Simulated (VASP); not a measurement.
Set up this calculation in VASP 6.6.1, as the native input.

| Item | Value |
| --- | --- |
| Task | single point |
| Functional | r2SCAN |
| Potentials or basis | VASP PAW PBE potentials, release 64 (Zn, Cd, Se, S) |
| Cutoff | 520 eV |
| k mesh | 8 × 8 × 8 |
| Occupations | gaussian, width 0.03 eV |
| Spin | no spin polarisation |
| Further INCAR settings | ALGO = Normal; EDIFF = 1e-06; NBANDS = 36 |

The structure of ZnCd2SeS2 lies in POSCAR:

```
ZnCd2SeS2
1.0
   -2.0709000000      6.1867700000      2.9496600000
    2.0709000000     -6.1867700000      2.9496600000
    2.0709000000      6.1867700000     -2.9496600000
Zn Cd Se S
1 2 1 2
Direct
    0.9844950000      0.9844950000      0.0000000000
    0.3388870000      0.0072890000      0.3315980000
    0.6756910000      0.0072890000      0.6684020000
    0.2224050000      0.7224050000      0.5000000000
    0.6051520000      0.7642610000      0.8408910000
    0.9233700000      0.7642610000      0.1591090000
```

The cell was built by a generator and needn't be a form met in nature.

These files were run (other wordings do the same):

INCAR

```
SYSTEM = ZnCd2SeS2
ALGO = Normal
EDIFF = 1E-6
ENCUT = 520
ISIF = 2
ISMEAR = 0
KPAR = 8
LASPH = .True.
LCHARG = .False.
LMIXTAU = .True.
LREAL = .False.
LWAVE = .False.
METAGGA = R2SCAN
NBANDS = 36
NELM = 150
PREC = Accurate
SIGMA = 0.03
```

KPOINTS

```
k-points
0
Gamma
  8 8 8
  0 0 0
```

Potentials or basis: VASP PAW PBE potentials, release 64 (Zn, Cd, Se, S).

Run with:

```bash
$ cat potpaw_PBE.64/Zn/POTCAR potpaw_PBE.64/Cd/POTCAR potpaw_PBE.64/Se/POTCAR potpaw_PBE.64/S/POTCAR > POTCAR
$ mpirun -np 8 vasp_std > vasp.out
```

Results of the run:

| Property | Result |
| --- | --- |
| Pressure | -1.7 GPa |
| Largest force | 0.050 eV/Å |
| Band gap on the k mesh | 1.49 eV, direct |

Caveat: the PAW data sets were made with another functional, which shifts forces and pressure a little.

Wall time 10 min on 8 MPI ranks on Intel(R) Xeon(R) Platinum 8488C (Sapphire Rapids), with other jobs on the host, peak memory 0.8 GiB a rank.
